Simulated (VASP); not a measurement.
A VASP calculation is set up with these files.

### INCAR
```
GGA = BO
LREAL = .FALSE.   ! projection in real space or not
PARAM1 = 0.1833333333
LASPH = .TRUE.
LMAXMIX = 6   ! l cut-off of mixed one-centre charges
NEDOS = 601
LCHARG = .TRUE.
LUSE_VDW = .TRUE.
NELM = 100   ! most electronic steps
ALGO = Normal
ISIF = 2
LORBIT = 11
PREC = Accurate
ISMEAR = -5   ! tetrahedra, Bloechl
LWAVE = .FALSE.
EDIFF = 1E-7   ! SCF stop (eV)
SYSTEM = PtS2
LEFG = .TRUE.
AGGAC = 0.0
PARAM2 = 0.22
ENCUT = 520   ! plane-wave cut-off (eV)
```

File POSCAR:
```
PtS2
10.1053680
  0.1781031821  -0.3084837676   0.0000000000
  0.1781031821   0.3084837676   0.0000000000
  0.0000000000   0.0000000000   0.5000000172
Pt S
1 2
direct
  0.0000000000   0.0000000000   0.0000000000
  0.3333330000   0.6666670000   0.2440870310
  0.6666670000   0.3333330000   0.7559129690
```

File KPOINTS:
```
K-points
0
Gamma
  8 8 5
```

POTCAR, in this order: Pt S (PBE.64 set). Program: vasp_std.

Task: Write an equivalent input for Quantum ESPRESSO's pw.x.

Result: One equivalent input (not run):
```
&CONTROL
  calculation = 'scf'
  pseudo_dir = './pseudo'
  outdir = './out'
  tprnfor = .true.
  tstress = .true.
/
&SYSTEM
  ibrav = 0
  nat = 3
  ntyp = 2
  ecutwfc = 84
  occupations = 'tetrahedra'
  input_dft = 'vdw-df-obk8'
/
&ELECTRONS
  conv_thr = 7.3e-09
  electron_maxstep = 100
/
ATOMIC_SPECIES
  Pt 195.084 Pt.upf
  S 32.060 S.upf
CELL_PARAMETERS angstrom
     1.7997982   -3.1173420    0.0000000
     1.7997982    3.1173420    0.0000000
     0.0000000    0.0000000    5.0526842
ATOMIC_POSITIONS crystal
  Pt   0.0000000  0.0000000  0.0000000
  S    0.3333330  0.6666670  0.2440870
  S    0.6666670  0.3333330  0.7559130
K_POINTS automatic
  8 8 5 0 0 0
```
Limits of the translation: the potentials are each code's own (VASP's PAW set, PseudoDojo norm-conserving files in pw.x), so ENCUT and ecutwfc are chosen apart and not converted; conv_thr bounds pw.x's estimated SCF error, while EDIFF bounds the energy change between steps; the field gradients of LEFG aren't asked of the other code.

The compound is PtS2 in the 1T layered structure. It was relaxed first.
